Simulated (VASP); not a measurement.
Computed with PBEsol GGA, VASP's PBE PAW potentials (set 64) (plane waves; VASP 6.6.1).

VASP ran on this input.

**POSCAR**
```
YS
1
    4.2826221269     0.0000000000     0.0000000000
   -2.1413110634     3.7088592377    -0.0000000000
    0.0000000000     0.0000000000     6.9916632955
Y S
2 2
Direct
  0.3333330000   0.6666670000   0.9999270798
  0.6666670000   0.3333330000   0.4999270798
  0.3333330000   0.6666670000   0.3750729202
  0.6666670000   0.3333330000   0.8750729202
```

INCAR:
```
SYSTEM = YS
PREC = Accurate
ENCUT = 400
EDIFF = 1E-7
NELM = 100
ALGO = Normal
LREAL = .FALSE.
LASPH = .TRUE.
ISMEAR = -5
GGA = PS
LMAXMIX = 4
LWAVE = .FALSE.
LCHARG = .TRUE.
LORBIT = 11
NEDOS = 601
ISIF = 2
LEFG = .TRUE.
```

File KPOINTS:
```
Regular mesh
0
G
  9 9 5
```

POTCAR, in this order: Y_sv S (PBE.64 set). Program: vasp_std.

Question: What will the output report for the number of irreducible k-points (NKPTS), number of bands (NBANDS), largest plane-wave count, number of space-group operations, FFT grid (NGX, NGY, NGZ)?

Answer: 
```json
{
  "number of irreducible k-points (NKPTS)": "36",
  "number of bands (NBANDS)": "21",
  "largest_plane_wave_count": "2029",
  "number_of_space_group_operations": "12",
  "FFT grid (NGX, NGY, NGZ)": "28 × 28 × 48"
}
```

The structure was generated: YS was put into the wurtzite type (P6_3mc), which need not be its known phase. It was relaxed first, which changed the volume by -30 %.
